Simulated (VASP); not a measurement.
All values below come from LDA (Ceperley-Alder, Perdew-Zunger), VASP's LDA PAW potentials (set 64) (plane waves; VASP).

A VASP calculation is set up with these files.

### INCAR
```
ALGO = Normal
EDIFF = 1E-6
EDIFFG = -0.02
ENCUT = 500
IBRION = 2
ISIF = 3
ISMEAR = 0
LASPH = .True.
LCHARG = .False.
LMAXMIX = 4
LREAL = .False.
LWAVE = .False.
NELM = 100
NSW = 40
PREC = Accurate
PSTRESS = 100
SIGMA = 0.05
SYSTEM = PbSe
```

POSCAR:
```
PbSe
1
    0.0000000000     2.8942693885     2.8942693885
    2.8942693885     0.0000000000     2.8942693885
    2.8942693885     2.8942693885    -0.0000000000
Pb Se
1 1
Direct
  0.0000000000   0.0000000000   0.0000000000
  0.5000000000   0.5000000000   0.5000000000
```

KPOINTS:
```
Automatic mesh
0
Gamma
8 8 8
0 0 0
```

POTCAR, in this order: Pb_d Se (LDA.64 set). Program: vasp_std.

Output of the run:

### OSZICAR
```
       N       E                     dE             d eps       ncg     rms          rms(c)
DAV:   1     0.153543683351E+03    0.15354E+03   -0.97786E+03   812   0.148E+03
DAV:   2     0.276291892941E+01   -0.15078E+03   -0.14760E+03   830   0.352E+02
DAV:   3    -0.922457646296E+01   -0.11987E+02   -0.11932E+02  1106   0.102E+02
DAV:   4    -0.947645473538E+01   -0.25188E+00   -0.25181E+00   876   0.172E+01
DAV:   5    -0.948424875842E+01   -0.77940E-02   -0.77939E-02  1092   0.314E+00    0.359E+00
DAV:   6    -0.928684191984E+01    0.19741E+00   -0.45843E-01  1244   0.672E+00    0.222E+00
DAV:   7    -0.927476051039E+01    0.12081E-01   -0.92346E-02   966   0.199E+00    0.962E-01
DAV:   8    -0.927342103403E+01    0.13395E-02   -0.79709E-03  1010   0.123E+00    0.815E-02
DAV:   9    -0.927327258404E+01    0.14845E-03   -0.91795E-04  1132   0.398E-01    0.508E-02
DAV:  10    -0.927328214735E+01   -0.95633E-05   -0.86630E-05   898   0.893E-02    0.149E-02
DAV:  11    -0.927327938789E+01    0.27595E-05   -0.18872E-05  1188   0.547E-02    0.120E-02
DAV:  12    -0.927327954476E+01   -0.15687E-06   -0.15048E-06   632   0.141E-02
   1 F= -.62468103E+01 E0= -.62468103E+01  d E =-.624681E+01
```

OUTCAR:
```
------------------------ aborting loop because EDIFF is reached ----------------------------------------
  FORCE on cell =-STRESS in cart. coord.  units (eV):
  Direction    XX          YY          ZZ          XY          YZ          ZX
  --------------------------------------------------------------------------------------
  Total        3.0038258      3.0038258      3.0038258      0.0000000      0.0000000     -0.0000000
  in kB       99.2518205     99.2518205     99.2518205      0.0000000      0.0000000     -0.0000000
  external PRESSURE =      -0.7481795 kB  Pullay stress =     100.0000000 kB
  volume of cell :       48.49
      direct lattice vectors                 reciprocal lattice vectors
     0.000000000  2.894269389  2.894269389    -0.172755170  0.172755170  0.172755170
     2.894269389  0.000000000  2.894269389     0.172755170 -0.172755170  0.172755170
     2.894269389  2.894269389  0.000000000     0.172755170  0.172755170 -0.172755170
  FREE ENERGIE OF THE ION-ELECTRON SYSTEM (eV)
  ---------------------------------------------------
  free  energy   TOTEN  =        -9.2732795448 eV

  energy  without entropy=       -9.2732795448  energy(sigma->0) =       -9.27327954
  enthalpy is  TOTEN    =        -6.2468102849 eV   P V=        3.0264692599

 reached required accuracy - stopping structural energy minimisation
```
(Selected blocks of OUTCAR.)

The compound is PbSe in the rock salt structure. It was relaxed first under an external pressure of 10 GPa.
